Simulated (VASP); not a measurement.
Data:

```
CELL_PARAMETERS angstrom
      5.09634     0.00000     0.00000
      0.00000     5.09634     0.00000
      0.00000     0.00000     5.09634
ATOMIC_POSITIONS crystal
  Al 0.50000 0.50000 0.50000
  Nb 0.00000 0.50000 0.75570
  Nb 0.00000 0.50000 0.24430
  Nb 0.75570 0.00000 0.50000
  Nb 0.24430 0.00000 0.50000
  Nb 0.50000 0.75570 0.00000
  Nb 0.50000 0.24430 0.00000
  Si 0.00000 0.00000 0.00000
```

The numbers are results of PBEsol GGA, VASP's PBE PAW potentials (set 64) (plane waves; VASP), not measurements. Run with 400 eV cut-off, 7×7×7 Γ-centred mesh, tetrahedra with Blöchl corrections, potentials Al Nb_sv Si.

The cores are frozen, which limits the accuracy of field gradients.

Problem. Give the principal components of the electric field gradient (V/Å²) and the asymmetry η at each nucleus.

Solution. 
| atom | Vxx | Vyy | Vzz | η |
|---|---|---|---|---|
| Al1 | 0.0 | 0.0 | 0.0 | - |
| Nb2 | -71.5 | -66.4 | 137.9 | 0.04 |
| Nb3 | -71.5 | -66.4 | 137.9 | 0.04 |
| Nb4 | -71.5 | -66.4 | 137.9 | 0.04 |
| Nb5 | -71.5 | -66.4 | 137.9 | 0.04 |
| Nb6 | -71.5 | -66.4 | 137.9 | 0.04 |
| Nb7 | -71.5 | -66.4 | 137.9 | 0.04 |
| Si8 | 0.0 | 0.0 | 0.0 | - |

The structure comes from a computed database's Nb6AlSi entry (Pm-3); how it stands against other phases isn't given here. It was relaxed first.
